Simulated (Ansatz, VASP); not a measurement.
# MnSi: VASP beside Ansatz, part 2 of 2

One calculation is typed for both programs; each brings its own data sets. How far apart do they land? The cell is taken from a series of runs on this material, whose earlier steps may have relaxed, scaled, displaced or heated it; both programs get it as it stands.

VASP 6.6.1 and Ansatz 0.2.0.

So far: Set-up; Ansatz: relaxation of cell and atoms, PBE.

**3. VASP: relaxation of cell and atoms, PBE**

Level of this step: PBE, spin-polarised from a ferromagnetic start; plane waves and PAW (Mn_pv, Si) (VASP).

The same cell, functional, mesh and smearing now go to VASP, with its own data sets.

Lines of VASP's logs that name or quote its potential files are left out, and so is its time.

INCAR reads:

```
SYSTEM = MnSi
PREC = Accurate
ENCUT = 500
EDIFF = 1E-07
NELM = 200
ISMEAR = 0
SIGMA = 0.15
LREAL = .FALSE.
ALGO = Normal
GGA = PE
NBANDS = 49
ISPIN = 2
MAGMOM = 0.97 0.97 0.97 0.97 -0.04 -0.04 -0.04 -0.04
LASPH = .TRUE.
LMAXMIX = 4
LORBIT = 11
LWAVE = .FALSE.
LCHARG = .FALSE.
ISIF = 3
IBRION = 2
NSW = 80
EDIFFG = -0.005
GGA_COMPAT = .FALSE.
NELMIN = 4
KPAR = 2
```

POSCAR reads:

```
MnSi
1.0
    4.5183370000      0.0000000000      0.0000000000
    0.0000000000      4.5183370000      0.0000000000
    0.0000000000      0.0000000000      4.5183370000
Mn Si
4 4
Direct
    0.1364154555      0.1364154555      0.1364154555
    0.3635844338      0.8635845445      0.6364155662
    0.6364155662      0.3635844338      0.8635845445
    0.8635845445      0.6364155662      0.3635844338
    0.8451802068      0.8451802068      0.8451802068
    0.6548199039      0.1548200145      0.3451800961
    0.3451800961      0.6548199039      0.1548200145
    0.1548200145      0.3451800961      0.6548199039
```

KPOINTS reads:

```
Automatic mesh
0
Gamma
6 6 6
0 0 0
```

The projector-augmented-wave data sets are Mn_pv and Si (PBE family, release 64).

Command:

```sh
$ mpirun -np 2 vasp_std
```

Numbers of over 12 decimals in the logs are rounded to 6 here.

Output:

```text
[banner, memory and clock lines left out]
running    2 mpi-ranks, on    1 nodes
 distrk:  each k-point on    1 cores,    2 groups
 distr:  one band on    1 cores,    1 groups

 POSCAR found type information on POSCAR MnSi
 POSCAR found :  2 types and       8 ions
 LDA part: xc-table for (Slater+PW92), standard interpolation
 POSCAR, INCAR and KPOINTS ok, starting setup
 FFT: planning ... GRIDC
 FFT: planning ... GRID_SOFT
 FFT: planning ... GRID
 WAVECAR not read
 entering main loop
       N       E                     dE             d eps       ncg     rms          rms(c)
DAV:   1     0.779335116758E+03    0.77934E+03   -0.34334E+04  4712   0.159E+03
DAV:   2    -0.110757248193E+02   -0.79041E+03   -0.74980E+03  4704   0.483E+02
DAV:   3    -0.687887959849E+02   -0.57713E+02   -0.55219E+02  5129   0.140E+02
DAV:   4    -0.704405868907E+02   -0.16518E+01   -0.16373E+01  5611   0.232E+01
DAV:   5    -0.704710689456E+02   -0.30482E-01   -0.30466E-01  5307   0.346E+00    0.351E+01
DAV:   6    -0.724277371820E+02   -0.19567E+01   -0.11903E+02  5280   0.858E+01    0.312E+01
DAV:   7    -0.615542450396E+02    0.10873E+02   -0.55803E+01  5130   0.565E+01    0.839E+00
DAV:   8    -0.614930692136E+02    0.61176E-01   -0.25224E+00  5153   0.668E+00    0.306E+00
DAV:   9    -0.614487008164E+02    0.44368E-01   -0.18671E-01  5570   0.302E+00    0.137E+00
DAV:  10    -0.614504820144E+02   -0.17812E-02   -0.18744E-02  5487   0.831E-01    0.601E-01
DAV:  11    -0.614495161318E+02    0.96588E-03   -0.44626E-03  5609   0.320E-01    0.249E-01
DAV:  12    -0.614497608761E+02   -0.24474E-03   -0.10924E-03  5139   0.238E-01    0.119E-01
DAV:  13    -0.614497634081E+02   -0.25319E-05   -0.72510E-05  5165   0.539E-02    0.524E-02
DAV:  14    -0.614497733894E+02   -0.99814E-05   -0.11025E-05  5302   0.246E-02    0.252E-02
DAV:  15    -0.614497734367E+02   -0.47272E-07   -0.34772E-06  5021   0.122E-02    0.829E-03
DAV:  16    -0.614497720020E+02    0.14347E-05   -0.79351E-07  4855   0.590E-03    0.203E-03
DAV:  17    -0.614497718631E+02    0.13887E-06   -0.78490E-08  2460   0.207E-03    0.147E-03
DAV:  18    -0.614497718664E+02   -0.32942E-08   -0.13902E-08  2422   0.855E-04
   1 F= -.61449772E+02 E0= -.61419133E+02  d E =-.614498E+02  mag=     3.8380
[...]
2 F= -.61449798E+02 E0= -.61419005E+02  d E =-.264685E-04  mag=     3.8266
[...]
3 F= -.61449899E+02 E0= -.61419177E+02  d E =-.127056E-03  mag=     3.8319
[...]
4 F= -.61449899E+02 E0= -.61419183E+02  d E =-.126896E-03  mag=     3.8324
[...]
5 F= -.61449899E+02 E0= -.61419181E+02  d E =-.127493E-03  mag=     3.8322
 curvature:  -0.14 expect dE=-0.572E-05 dE for cont linesearch -0.232E-06
 ZBRENT: accuracy reached
 trial: gam= 0.02657 g(F)=  0.392E-04 g(S)=  0.559E-06 ort = 0.274E-04 (trialstep = 0.903E+00)
 search vector abs. value=  0.416E-04
 bond charge predicted
       N       E                     dE             d eps       ncg     rms          rms(c)
DAV:   1    -0.614497100710E+02    0.18935E-03   -0.82786E-03  6346   0.204E+00    0.434E-02
DAV:   2    -0.614499189646E+02   -0.20889E-03   -0.20635E-03  4704   0.248E-01    0.223E-02
DAV:   3    -0.614499229991E+02   -0.40345E-05   -0.49923E-05  5649   0.479E-02    0.137E-02
DAV:   4    -0.614499226683E+02    0.33087E-06   -0.33349E-06  5830   0.120E-02    0.112E-02
DAV:   5    -0.614499220211E+02    0.64719E-06   -0.53334E-07  4589   0.148E-02    0.456E-03
DAV:   6    -0.614499219881E+02    0.33002E-07   -0.40755E-07  3792   0.572E-03
   6 F= -.61449922E+02 E0= -.61419193E+02  d E =-.226285E-04  mag=     3.8326
 trial-energy change:   -0.000023  1 .order   -0.000023   -0.000037   -0.000010
 step:   1.3108(harm=  1.2337)  dis= 0.00054  next Energy=   -61.449924 (dE=-0.248E-04)
 reached required accuracy - stopping structural energy minimisation
```

From OUTCAR (step 3):

```text
ion  position               nearest neighbor table
   1  0.136  0.136  0.136-   5 2.28   6 2.37   7 2.37   8 2.37   7 2.53   8 2.53   6 2.53   2 2.77
                             4 2.77   3 2.77   2 2.77   4 2.77   3 2.77
   2  0.364  0.864  0.636-   6 2.28   8 2.37   7 2.37   5 2.37   5 2.53   8 2.53   7 2.53   1 2.77
                             3 2.77   4 2.77   1 2.77   4 2.77   3 2.77
   3  0.636  0.364  0.864-   7 2.28   6 2.37   8 2.37   5 2.37   5 2.53   6 2.53   8 2.53   1 2.77
                             4 2.77   2 2.77   1 2.77   4 2.77   2 2.77
   4  0.864  0.636  0.364-   8 2.28   7 2.37   6 2.37   5 2.37   5 2.53   7 2.53   6 2.53   1 2.77
                             3 2.77   2 2.77   1 2.77   2 2.77   3 2.77
   5  0.845  0.845  0.845-   1 2.28   2 2.37   3 2.37   4 2.37   3 2.53   4 2.53   2 2.53   6 2.79
                             7 2.79   8 2.79   6 2.79   8 2.79   7 2.79
   6  0.655  0.155  0.345-   2 2.28   3 2.37   4 2.37   1 2.37   3 2.53   4 2.53   1 2.53   7 2.79
                             8 2.79   5 2.79   7 2.79   8 2.79   5 2.79
   7  0.345  0.655  0.155-   3 2.28   4 2.37   2 2.37   1 2.37   4 2.53   2 2.53   1 2.53   6 2.79
                             8 2.79   5 2.79   6 2.79   8 2.79   5 2.79
   8  0.155  0.345  0.655-   4 2.28   2 2.37   3 2.37   1 2.37   2 2.53   3 2.53   1 2.53   6 2.79
                             7 2.79   5 2.79   6 2.79   7 2.79   5 2.79

  LATTYP: Found a simple cubic cell.
 ALAT       =     4.5183370000

 Subroutine GETGRP returns: Found 12 space group operations
 (whereof  3 operations were pure point group operations)

The static configuration has the point symmetry C_3 .
 The point group associated with its full space group is T   .

 Found     24 irreducible k-points:

   k-points           NKPTS =     24   k-points in BZ     NKDIM =     24   number of bands    NBANDS=     49

   dimension x,y,z NGX =    36 NGY =   36 NGZ =   36
   dimension x,y,z NGXF=    72 NGYF=   72 NGZF=   72

   ENCUT  =  500.0 eV  36.75 Ry    6.06 a.u.   8.24  8.24  8.24*2*pi/ulx,y,z

   NELECT =      68.0000    total number of electrons

 k-points in reciprocal lattice and weights: Automatic mesh
   0.00000000  0.00000000  0.00000000       0.005
   0.16666667  0.00000000  0.00000000       0.028
   0.33333333  0.00000000  0.00000000       0.028
   0.50000000  0.00000000  0.00000000       0.014
   0.16666667  0.16666667  0.00000000       0.056
   0.33333333  0.16666667  0.00000000       0.056
  -0.16666667  0.33333333  0.00000000       0.056
   0.50000000  0.16666667  0.00000000       0.028
  -0.16666667  0.50000000  0.00000000       0.028
[...]
0.50000000  0.50000000  0.33333333       0.028
   0.50000000  0.50000000  0.50000000       0.005

 average (electrostatic) potential at core
       1 -63.3852       2 -63.3852       3 -63.3852       4 -63.3852       5 -78.1396
       6 -78.1395       7 -78.1395       8 -78.1395

 E-fermi :  11.1495

 spin component 1
 k-point     1 :       0.0000    0.0000    0.0000
  band No.  band energies     occupation
    ...
     32      10.7894      0.99966
     33      10.7894      0.99966
     34      10.7894      0.99966
     35      10.8540      0.99733
     36      10.8541      0.99733
     37      11.9364      0.00000
     38      11.9364      0.00000
     39      11.9364      0.00000
     40      14.1512      0.00000
     41      14.1512      0.00000
    ...

 k-point     2 :       0.1667    0.0000    0.0000
  band No.  band energies     occupation
    ...
     32      10.5421      1.00000
     33      10.5914      1.00000
     34      10.8010      0.99949
     35      10.8608      0.99675
     36      11.0868      0.72290
     37      11.6658      0.00000
     38      11.8664      0.00000
     39      12.3687      0.00000
     40      13.6184      0.00000
     41      13.8654      0.00000
    ...

 k-point     3 :       0.3333    0.0000    0.0000
  band No.  band energies     occupation
    ...
     32      10.1560      1.00000
     33      10.5127      1.00000
     34      10.6667      1.00000
     35      10.9109      0.98776
     36      11.1456      0.51471
     37      11.4618      0.00162
     38      11.6735      0.00000
     39      12.8263      0.00000
     40      13.3479      0.00000
     41      13.3874      0.00000
    ...

 k-point     4 :       0.5000    0.0000    0.0000
  band No.  band energies     occupation
    ...
     32       9.8646      1.00000
     33      10.5475      1.00000
     34      10.5475      1.00000
     35      11.0404      0.84831
     36      11.0404      0.84831
     37      11.4638      0.00153
     38      11.4638      0.00152
     39      12.9936      0.00000
     40      12.9936      0.00000
     41      13.3558      0.00000
    ...

 k-point     5 :       0.1667    0.1667    0.0000
  band No.  band energies     occupation
    ...
     32      10.4699      1.00000
     33      10.5313      1.00000
     34      10.6957      0.99999
     35      10.8214      0.99901
     36      11.0989      0.68345
     37      11.5491      0.00008
     38      11.9160      0.00000
     39      12.4460      0.00000
     40      13.5581      0.00000
     41      13.6232      0.00000
    ...

 k-point     6 :       0.3333    0.1667    0.0000
  band No.  band energies     occupation
    ...
     32      10.1665      1.00000
     33      10.4613      1.00000
     34      10.5297      1.00000
     35      10.8127      0.99925
     36      11.0560      0.81092
     37      11.4217      0.00515
     38      11.7343      0.00000
     39      12.8129      0.00000
     40      13.3382      0.00000
     41      13.5951      0.00000
    ...

  Total        0.0023381      0.0023381      0.0023381      0.0000000      0.0000000      0.0000000
  in kB        0.0406673      0.0406673      0.0406673      0.0000000      0.0000000      0.0000000
  external PRESSURE =       0.0406673 kB  Pullay stress =       0.0000000 kB

  energy-cutoff  :      500.00
  volume of cell :       92.11
      direct lattice vectors                 reciprocal lattice vectors
     4.516232770 -0.000000000 -0.000000000     0.221423485  0.000000000  0.000000000
    -0.000000000  4.516232770 -0.000000000     0.000000000  0.221423485  0.000000000
    -0.000000000 -0.000000000  4.516232770     0.000000000  0.000000000  0.221423485

 POSITION                                       TOTAL-FORCE (eV/Angst)
 -----------------------------------------------------------------------------------
      0.61668      0.61668      0.61668         0.002158      0.002158      0.002158
      1.64144      3.89955      2.87480        -0.002158     -0.002158      0.002158
      2.87480      1.64144      3.89955         0.002158     -0.002158     -0.002158
      3.89955      2.87480      1.64144        -0.002158      0.002158     -0.002158
      3.81701      3.81701      3.81701         0.000977      0.000977      0.000977
      2.95734      0.69923      1.55889        -0.000977     -0.000977      0.000977
      1.55889      2.95734      0.69923         0.000977     -0.000977     -0.000977
      0.69923      1.55889      2.95734        -0.000977      0.000977     -0.000977
 -----------------------------------------------------------------------------------
    total drift:                                0.000053      0.000177     -0.000213

  FREE ENERGIE OF THE ION-ELECTRON SYSTEM (eV)
  ---------------------------------------------------
  free  energy   TOTEN  =       -61.4499219881 eV

  energy  without entropy=      -61.3884648205  energy(sigma->0) =      -61.41919340

 reached required accuracy - stopping structural energy minimisation

 total charge
# of ion       s       p       d       tot
------------------------------------------
    1        0.334   6.389   5.292  12.014
    2        0.334   6.389   5.292  12.014
    3        0.334   6.389   5.292  12.014
    4        0.334   6.389   5.292  12.014
    5        0.744   0.906   0.000   1.650
    6        0.744   0.906   0.000   1.650
    7        0.744   0.906   0.000   1.650
    8        0.744   0.906   0.000   1.650
--------------------------------------------------
tot          4.311  29.178  21.166  54.655

 magnetization (x)
# of ion       s       p       d       tot
------------------------------------------
    1        0.001   0.007   1.009   1.017
    2        0.001   0.007   1.009   1.017
    3        0.001   0.007   1.009   1.017
    4        0.001   0.007   1.009   1.017
    5       -0.013  -0.034   0.000  -0.047
    6       -0.013  -0.034   0.000  -0.047
    7       -0.013  -0.034   0.000  -0.047
    8       -0.013  -0.034   0.000  -0.047
--------------------------------------------------
tot         -0.048  -0.112   4.037   3.878

[... 6 further parts left out ...]
```

CONTCAR:

```
MnSi
   1.00000000000000
     4.5162327703482337   -0.0000000000000000   -0.0000000000000000
    -0.0000000000000000    4.5162327703482337   -0.0000000000000000
    -0.0000000000000000   -0.0000000000000000    4.5162327703482337
  Mn              Si
     4     4
Direct
     0.1365470992801963    0.1365470992801963    0.1365470992801963
     0.3634527900198036    0.8634529007198037    0.6365472099801965
     0.6365472099801965    0.3634527900198036    0.8634529007198037
     0.8634529007198037    0.6365472099801965    0.3634527900198036
     0.8451747427578893    0.8451747427578893    0.8451747427578893
     0.6548253679421110    0.1548254785421095    0.3451746320578890
     0.3451746320578890    0.6548253679421110    0.1548254785421095
     0.1548254785421095    0.3451746320578890    0.6548253679421110
```

**4. Side by side**

Known differences besides the potentials themselves: VASP starts from the moments at which Ansatz ended; the data sets hold 76 valence electrons in Ansatz (on its PAW soft_1 files) and 68 in VASP; the cutoff is 420 eV in Ansatz and 500 eV in VASP; Ansatz adds a Pulay correction to the stress that steers its cell, VASP none; site moments are counted in spheres of each program's own size. Total energies have different zeros and are not compared.

Compared:

```
                                         quantity  Ansatz   VASP  difference
                                      volume (Å³)   92.21  92.11     +0.10 %
edge a after relaxation, in the typed setting (Å)   4.518  4.516     +0.04 %
                                total moment (μB)    3.83   3.83        0.00
                               moment on Mn1 (μB)    0.97   1.02       -0.05
                               moment on Mn2 (μB)    0.97   1.02       -0.05
                               moment on Mn3 (μB)    0.97   1.02       -0.05
                               moment on Mn4 (μB)    0.97   1.02       -0.05
```

**5. What came out**

| Property | Result |
| --- | --- |
| difference in volume (relaxation of cell and atoms, PBE) | 0.10 % |

The difference in volume is 0.10 % (relaxation of cell and atoms, PBE), within the 1.2 % picked in this series as the mark of a large difference, as far as the stopping tolerances let one tell. The data sets hold unlike numbers of valence electrons (76 in Ansatz and 68 in VASP), so part of the differences comes from the potentials. How closely two codes agree says nothing of how well the functional describes the real material.

[Lines on the potential files, build, host, timing and source positions are cut from VASP's logs without a mark.]

[Logs are printed without paths, hosts, clocks, repeated set-up lines and the standing remarks that a program may print on its own settings, such as how far it seeks lower states.]

[Hosts, paths, dates, database ids (printed as entryN), source tags and the programs' standing remarks are cut or masked in the printed files.]
